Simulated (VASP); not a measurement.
A convergence study with VASP on AuAl2 (fluorite): one setting is varied, all else stays as given below, so the limit is that of these other settings. Each run relaxes cell and ions; the cell shown is the tightest run's result. The basis is that of the starting cell, so low cut-offs carry a Pulay error.

```xyz
3
Lattice="0.0000 3.0275 3.0275 3.0275 0.0000 3.0275 3.0275 3.0275 0.0000" Properties=species:S:1:pos:R:3 pbc="T T T"
Al     1.5137     1.5137     1.5137
Al     4.5412     4.5412     4.5412
Au     0.0000     0.0000     0.0000
```

The numbers are results of PBE GGA, VASP's PBE PAW potentials (set 64) (plane waves; VASP), not measurements. The tightest run used: 700 eV cut-off, 8×8×8 Γ-centred mesh, first-order Methfessel-Paxton smearing of 0.10 eV, potentials Al Au.

The reference is ENCUT = 700, which took about 3 core-minutes. Costs are core time on shared hosts, one run each; read them as rough ratios.

Problem. Of the settings ENCUT = 150; ENCUT = 200; ENCUT = 250; ENCUT = 300; ENCUT = 350; ENCUT = 400; ENCUT = 450; ENCUT = 500; ENCUT = 550; ENCUT = 600; ENCUT = 650; ENCUT = 700, which is the lowest that keeps the difference from the reference in relaxed volume (Å³/atom) within 0.1 from there on, and what does it cost?

Solution. ENCUT = 250; its cost over the reference is about 1/7.
| setting | difference in relaxed volume (Å³/atom) | cost over the reference |
|---|---|---|
| ENCUT = 150 | 3.614 | about 1/4 |
| ENCUT = 200 | 1.065 | about 1/5 |
| ENCUT = 250 | 0.051 | about 1/7 |
| ENCUT = 300 | 0.035 | about 1/3 |
| ENCUT = 350 | 0.043 | about 1/3 |
| ENCUT = 400 | 0.009 | about 1/3 |
| ENCUT = 450 | 0.000 | about 1/3 |
| ENCUT = 500 | 0.006 | about 1/2 |
| ENCUT = 550 | 0.006 | about 1/2 |
| ENCUT = 600 | 0.002 | within a factor of 2 |
| ENCUT = 650 | 0.000 | within a factor of 2 |
| ENCUT = 700 | 0.000 | reference |

Left out are rungs that failed or repeat a setting and relaxations that didn't move; long series are thinned to 24 rows.

The compound is AuAl2 in the fluorite structure. The electron count is odd and the run is not spin-polarised, which forces a metal.
